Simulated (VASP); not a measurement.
Input:

```xyz
63
Lattice="8.4870 0.0000 0.0000 0.0000 8.4870 0.0000 0.0000 0.0000 8.4870" Properties=species:S:1:pos:R:3 pbc="T T T"
Mg     4.2426     8.4819     8.4718
Mg     6.3653     2.1204     0.0003
Mg     6.3739     8.4845     2.1215
Mg     0.0001     8.4857     8.4798
Mg     2.1222     2.1197     0.0009
Mg     4.2459     4.2397     8.3866
Mg     6.3650     6.3634     0.0011
Mg     2.1078     8.4847     2.1216
Mg     4.2420     2.0196     2.1185
Mg     6.4615     4.2436     2.1238
Mg     4.2422     8.4844     4.2512
Mg     6.3648     2.1197     4.2435
Mg     6.3728     8.4861     6.3658
Mg     0.0016     4.2422     8.4797
Mg     2.1216     6.3613     0.0001
Mg     8.4832     2.1097     2.1229
Mg     2.0254     4.2399     2.1240
Mg     4.2402     6.4574     2.1192
Mg     8.4864     8.4863     4.2521
Mg     2.1205     2.1190     4.2432
Mg     4.2453     4.2393     4.3374
Mg     6.3641     6.3654     4.2437
Mg     2.1131     8.4854     6.3655
Mg     4.2444     2.1072     6.3625
Mg     6.3793     4.2432     6.3653
Mg     8.4866     6.3757     2.1234
Mg     0.0007     4.2428     4.2573
Mg     2.1218     6.3628     4.2440
Mg     8.4867     2.1139     6.3661
Mg     2.1129     4.2401     6.3655
Mg     4.2431     6.3731     6.3621
Mg     0.0008     6.3722     6.3665
O      6.3380     2.1458     2.1220
O      8.4867     4.2423     2.1243
O      8.4863     2.1299     4.2355
O      2.1463     2.1436     2.1220
O      6.3365     6.3379     2.1222
O      8.4841     8.4859     2.1226
O      4.2438     2.1433     4.2140
O      6.3414     4.2425     4.2184
O      8.4864     6.3557     4.2353
O      6.3568     2.1300     6.3655
O      0.0028     4.2427     6.3675
O      8.4863     2.1300     0.0102
O      2.1448     6.3372     2.1222
O      4.2408     8.4826     2.1189
O      2.1484     4.2402     4.2170
O      4.2425     6.3363     4.2151
O      6.3554     8.4849     4.2345
O      2.1311     2.1296     6.3651
O      4.2455     4.2395     6.3627
O      6.3564     6.3553     6.3652
O      8.4867     8.4867     6.3659
O      4.2447     2.1439     0.0241
O      6.3398     4.2428     0.0271
O      0.0009     6.3545     0.0111
O      2.1297     8.4854     4.2349
O      2.1313     6.3527     6.3652
O      4.2425     8.4842     6.3625
O      2.1508     4.2401     0.0288
O      4.2426     6.3361     0.0235
O      6.3564     8.4847     0.0090
O      2.1298     8.4851     0.0085
```

These are HSE06 screened hybrid, VASP's PBE PAW potentials (set 64) (plane waves; VASP) values and carry that method's errors. Settings: PREC = Normal, LREAL = Auto, ISYM = 0, EDIFF = 1E-5, 400 eV cut-off, 1×1×1 Γ-centred mesh, Gaussian smearing of 0.050 eV, potentials Mg O. Starting moments (MAGMOM): 63*0.0317. The cell's moment is fixed (NUPDOWN = 2).

The supercell is sampled at Γ alone, which is coarse: total energies, pressure and levels can be off, energies of defects by several tenths of an eV.

Q: Predict the cell moment, energy per atom (σ→0).

A: 
```yaml
cell_moment: 2.00 μB
energy per atom (σ→0): -6981 meV/atom
```

The absolute energy has meaning only against runs of the same code, potentials and settings.

The cell is a supercell with a defect, built from MgO (rock salt): vac_O. The cell's shape comes from a PBE relaxation.
